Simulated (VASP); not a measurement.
Output of a VASP run:

OSZICAR:
```
       N       E                     dE             d eps       ncg     rms          rms(c)
DAV:   1     0.354808408232E+02    0.35481E+02   -0.55222E+03  3670   0.104E+03
DAV:   2    -0.702418857714E+01   -0.42505E+02   -0.41276E+02  3696   0.187E+02
DAV:   3    -0.741757516474E+01   -0.39339E+00   -0.39124E+00  4219   0.184E+01
DAV:   4    -0.741879932658E+01   -0.12242E-02   -0.12303E-02  4011   0.107E+00
DAV:   5    -0.741880720101E+01   -0.78744E-05   -0.79062E-05  4009   0.778E-02    0.135E+01
DAV:   6    -0.701429413164E+01    0.40451E+00   -0.10607E+00  3596   0.931E+00    0.690E+00
DAV:   7    -0.696706786147E+01    0.47226E-01   -0.17772E-01  3753   0.366E+00    0.259E+00
DAV:   8    -0.696285529545E+01    0.42126E-02   -0.60819E-03  3759   0.819E-01    0.562E-01
DAV:   9    -0.696264301689E+01    0.21228E-03   -0.12653E-04  3739   0.123E-01    0.223E-02
DAV:  10    -0.696264311703E+01   -0.10014E-06   -0.22806E-06  4031   0.117E-02    0.199E-03
DAV:  11    -0.696264335694E+01   -0.23991E-06   -0.78509E-08  3391   0.289E-03    0.111E-03
DAV:  12    -0.696264343857E+01   -0.81629E-07   -0.30143E-09  1855   0.551E-04
   1 F= -.69626434E+01 E0= -.69626434E+01  d E =0.000000E+00
```

File OUTCAR:
```
------------------------ aborting loop because EDIFF is reached ----------------------------------------
  FORCE on cell =-STRESS in cart. coord.  units (eV):
  Direction    XX          YY          ZZ          XY          YZ          ZX
  --------------------------------------------------------------------------------------
  Total        0.0129959      0.0129959      0.0129959      0.0000000      0.0000000      0.0000000
  in kB        1.3878344      1.3878344      1.3878344      0.0000000      0.0000000      0.0000000
  external PRESSURE =       1.3878344 kB  Pullay stress =       0.0000000 kB
  volume of cell :       15.00
      direct lattice vectors                 reciprocal lattice vectors
     0.000000000  1.957566194  1.957566194    -0.255419204  0.255419204  0.255419204
     1.957566194  0.000000000  1.957566194     0.255419204 -0.255419204  0.255419204
     1.957566194  1.957566194  0.000000000     0.255419204  0.255419204 -0.255419204
 POSITION                                       TOTAL-FORCE (eV/Angst)
 -----------------------------------------------------------------------------------
      0.00000      0.00000      0.00000         0.000000      0.000000      0.000000
 -----------------------------------------------------------------------------------
    total drift:                               -0.000000      0.000000      0.000000
  FREE ENERGIE OF THE ION-ELECTRON SYSTEM (eV)
  ---------------------------------------------------
  free  energy   TOTEN  =        -6.9626434386 eV

  energy  without entropy=       -6.9626434386  energy(sigma->0) =       -6.96264344

 total charge

# of ion       s       p       d       tot
------------------------------------------
    1        0.636   0.622   8.039   9.297
```
(Selected blocks of OUTCAR.)

### POSCAR
```
Pt
1
   -0.0000000000     1.9575661943     1.9575661943
    1.9575661943     0.0000000000     1.9575661943
    1.9575661943     1.9575661943     0.0000000000
Pt
1
Direct
  0.0000000000   0.0000000000   0.0000000000
```

**Question.** Reconstruct the remaining input files.

**Answer.** Several could match; the one computed here: the input of the run itself, PBEsol GGA, plane waves, VASP's PBE PAW potentials (set 64).

File KPOINTS:
```
K-points
0
G
 18 18 18
```

INCAR:
```
SYSTEM = Pt
PREC = Accurate
ENCUT = 520
EDIFF = 1E-7
NELM = 100
ALGO = Normal
LREAL = .FALSE.
LASPH = .TRUE.
ISMEAR = -5
GGA = PS
LMAXMIX = 6
LWAVE = .FALSE.
LCHARG = .TRUE.
LORBIT = 11
NEDOS = 601
ISIF = 2
```

POTCAR, in this order: Pt (PBE.64 set). Program: vasp_std.

For a metal the tetrahedron method with Blöchl corrections gives inexact stress and forces.

The compound is Pt in the fcc structure. It was relaxed first.
